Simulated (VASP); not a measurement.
Set up this calculation in VASP 6.6.1, as the native input.

* Task: single point
* Functional: r2SCAN
* Dispersion: D3(BJ)
* Potentials or basis: VASP PAW PBE potentials, release 64 (O, H, Ca_sv, Cl)
* Cutoff: 520 eV
* k mesh: 1 × 1 × 1
* Occupations: fermi-dirac, width 0.02 eV
* Spin: no spin polarisation
* Dipole correction: no
* Further INCAR settings: LREAL = Auto; ALGO = Normal; EDIFF = 1e-06; NBANDS = 63

CaH16Cl2O8:

```xyz
27
Lattice="7.3545 0.0000 0.0000 0.0000 7.3545 0.0000 0.0000 0.0000 7.3545" Properties=species:S:1:pos:R:3 pbc="T T T"
O     2.4165   -0.8184    0.7322
O     5.8468    4.9103    1.6185
O     6.2178    0.2595    5.4207
O     3.3189    2.9119    1.7831
O     0.7757    4.1733    3.8763
O     1.6467    0.9169    4.9197
O     5.0283    0.7044    0.3484
O     4.8821    3.0788    6.3183
H     2.6568    0.1588    0.4687
H     1.5691   -0.7392    1.3372
H     6.4047    5.7747    1.6595
H     6.2876    4.2193    2.2244
H     5.7000   -0.0188    4.6852
H     7.1609    0.2552    5.1063
H     2.4310    2.7766    2.3550
H     3.5389    1.9554    1.4604
H     1.3785    4.7959    3.5006
H     1.1562    3.7970    4.7152
H     1.3760    0.5760    3.9945
H     1.9604    0.0748    5.2199
H     5.5929    0.3316    1.1083
H     5.6059    0.5036   -0.4921
H     5.7197    3.4712    6.0061
H     4.9360    2.1344    6.4866
Ca    3.8292    4.9571    0.3308
Cl    3.7581    5.5161    4.9906
Cl    7.3446    7.3299    2.3531
```

The cell was built by a generator and needn't be a form met in nature.

These files were run (other wordings do the same):

POSCAR

```
CaH16Cl2O8
1.0
    7.3545300000      0.0000000000      0.0000000000
    0.0000000000      7.3545300000      0.0000000000
    0.0000000000      0.0000000000      7.3545300000
O H Ca Cl
8 16 1 2
Direct
    0.3285730019     -0.1112783550      0.0995576876
    0.7949930179      0.6676565328      0.2200684476
    0.8454381177      0.0352843758      0.7370559370
    0.4512728890      0.3959328468      0.2424492116
    0.1054724095      0.5674461862      0.5270629122
    0.2239028191      0.1246714610      0.6689346566
    0.6837010659      0.0957777044      0.0473721638
    0.6638221613      0.4186263432      0.8591031650
    0.3612467418      0.0215921344      0.0637294293
    0.2133514990     -0.1005094819      0.1818199124
    0.8708510265      0.7851895362      0.2256432430
    0.8549288670      0.5737008347      0.3024530459
    0.7750325310     -0.0025562476      0.6370495463
    0.9736720090      0.0346997021      0.6943067742
    0.3305445759      0.3775360220      0.3202108088
    0.4811864252      0.2658769493      0.1985714927
    0.1874354989      0.6521014939      0.4759787505
    0.1572092302      0.5162804421      0.6411286649
    0.1870955724      0.0783190768      0.5431346395
    0.2665568024      0.0101706023      0.7097530366
    0.7604700776      0.0450878574      0.1506962376
    0.7622376957      0.0684748040     -0.0669111418
    0.7777111522      0.4719812143      0.8166531376
    0.6711509777      0.2902156902      0.8819870202
    0.5206586961      0.6740199578      0.0449790809
    0.5109911850      0.7500275341      0.6785749735
    0.9986498117      0.9966510436      0.3199524647
```

INCAR.step1

```
SYSTEM = CaH16Cl2O8
PREC     = Accurate       ! precision mode
ENCUT    = 520            ! plane-wave cutoff, eV
ISMEAR   = -1             ! smearing method
SIGMA    = 0.02           ! smearing width, eV
LREAL    = Auto         
LASPH    = .TRUE.         ! aspherical terms in the spheres
NELM     = 80             ! most SCF steps
NBANDS   = 63             ! bands
GGA      = PE             ! functional
ALGO     = Normal         ! electronic algorithm
EDIFF    = 1E-4           ! SCF threshold, eV
LWAVE    = .TRUE.         ! write WAVECAR
LCHARG   = .FALSE.        ! write CHGCAR
```

INCAR.step2

```
SYSTEM = CaH16Cl2O8
PREC     = Accurate       ! precision mode
ENCUT    = 520            ! plane-wave cutoff, eV
EDIFF    = 1E-6           ! SCF threshold, eV
ISMEAR   = -1             ! smearing method
SIGMA    = 0.02           ! smearing width, eV
LREAL    = Auto         
LASPH    = .TRUE.         ! aspherical terms in the spheres
NELM     = 80             ! most SCF steps
ALGO     = Normal         ! electronic algorithm
ISIF     = 2              ! what is computed and relaxed
LWAVE    = .FALSE.        ! write WAVECAR
LCHARG   = .TRUE.         ! write CHGCAR
METAGGA  = R2SCAN         ! meta-GGA
LMIXTAU  = .TRUE.       
IVDW     = 12             ! dispersion correction
VDW_S6   = 1.0          
VDW_S8   = 0.78981345   
VDW_A1   = 0.49484001   
VDW_A2   = 5.73083694   
LELF     = .TRUE.         ! ELF
LVHAR    = .TRUE.       
NBANDS   = 63             ! bands
ISTART   = 1
```

KPOINTS

```
Automatic mesh
0
G
  1 1 1
  0 0 0
```

Potentials or basis: VASP PAW PBE potentials, release 64 (O, H, Ca_sv, Cl).

Run with:

```sh
$ cat potpaw_PBE.64/O/POTCAR potpaw_PBE.64/H/POTCAR potpaw_PBE.64/Ca_sv/POTCAR potpaw_PBE.64/Cl/POTCAR > POTCAR
$ cp INCAR.step1 INCAR
$ mpirun -np 1 vasp_gam > vasp.out
$ cp INCAR.step2 INCAR
$ mpirun -np 1 vasp_gam > vasp.out
```

It gave:

```json
{
  "Pressure": "-3.3 GPa",
  "Largest force": "3.678 eV/Å",
  "Band gap on the k mesh": "3.83 eV, direct",
  "Dispersion energy per atom": "-0.020 eV"
}
```

Caveat: the PAW data sets were made with another functional, which shifts forces and pressure a little.

Wall time 2.9 min on 1 thread of Intel(R) Xeon(R) Platinum 8488C (Sapphire Rapids), on a shared host, peak memory 0.48 GiB.
